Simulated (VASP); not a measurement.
Here is the system:

```yaml
crystal:
  lattice:
    - [3.71406, 0.00000, 0.00000]
    - [0.00000, 4.33823, 0.00000]
    - [0.00000, 0.00000, 18.14450]
  atoms:
    - { symbol: Ge, position: [0.75000, 0.87723, 0.56951] }
    - { symbol: Ge, position: [0.25000, 0.37723, 0.43049] }
    - { symbol: S, position: [0.25000, 0.49737, 0.56036] }
    - { symbol: S, position: [0.75000, 0.99737, 0.43964] }
```

These are HSE06 screened hybrid, VASP's PBE PAW potentials (set 64) (plane waves; VASP) values and carry that method's errors. Run with 400 eV cut-off, 4×4×1 Γ-centred mesh, Gaussian smearing of 0.050 eV, potentials Ge_d S.

The cell holds a wide vacuum, so values per volume refer to the whole cell.

### Question
Estimate the energy per atom (σ→0), band gap (over the mesh, the named points and PBE's band edges) with the smallest direct gap where there is one.

### Answer

```json
{
 "band gap (over the mesh, the named points and PBE's band edges)": "2.30 eV",
 "smallest direct gap (over the mesh, the named points and PBE's band edges)": "2.55 eV",
 "energy per atom (σ→0)": "-5.481 eV/atom"
}
```

The cell is a sheet with vacuum, built from a generated structure.
